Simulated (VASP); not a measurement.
The system is SnSe2.

```
CELL_PARAMETERS angstrom
3.81100 0.00000 0.00000
-1.90550 3.30042 0.00000
0.00000 0.00000 6.13600
ATOMIC_POSITIONS crystal
Sn 0.00000 0.00000 0.00000
Se 0.33333 0.66667 0.24900
Se 0.66667 0.33333 0.75100
```

| Property | Result |
| --- | --- |
| Program | VASP 6.6.1 |
| Task | relaxation of cell and atoms |
| Functional | PBE |
| Dispersion | D3(BJ) |
| Potentials or basis | VASP PAW PBE potentials, release 64 (Sn_d, Se) |
| Cutoff | 600 eV |
| k mesh | 9 × 9 × 5 |
| Occupations | gaussian, width 0.03 eV |
| Spin | no spin polarisation |

At the start: pressure 3.3 GPa; volume 25.73 Å³/atom.

**Question.** Where does the relaxation end?

**Answer.** Over 15 steps the energy falls by 22.5 meV/atom and the volume is 25.57 Å³/atom (-0.6 %); space group P-3m1 (No. 164, to 0.05 Å).

Step by step:
```tsv
step	energy change (eV)	largest force (eV/Å)	pressure (GPa)	volume (Å³)
1	0.0000	0.8170	3.32	77.18
2	-0.0197	0.2899	-2.87	83.28
3	-0.0517	0.1634	-0.43	80.49
4	-0.0517	0.1750	-0.35	80.42
5	-0.0556	0.1286	-0.22	79.88
6	-0.0575	0.0774	-0.05	79.31
7	-0.0576	0.0634	0.00	79.15
8	-0.0596	0.0466	-0.06	78.93
9	-0.0641	0.0019	-0.24	78.26
10	-0.0665	0.0943	-0.45	76.89
11	-0.0668	0.0664	-0.38	77.28
12	-0.0669	0.0461	0.41	76.18
13	-0.0675	0.0072	0.05	76.70
14	-0.0675	0.0101	0.00	76.73
15	-0.0675	0.0087	0.02	76.71
```

Final structure:
```xyz
3
Lattice="3.8394 0.0000 0.0000 -1.9197 3.3250 0.0000 0.0000 0.0000 6.0092" Properties=species:S:1:pos:R:3 pbc="T T T"
Sn    0.0000    0.0000    0.0000
Se    0.0000    2.2167    1.5959
Se    1.9197    1.1083    4.4133
```
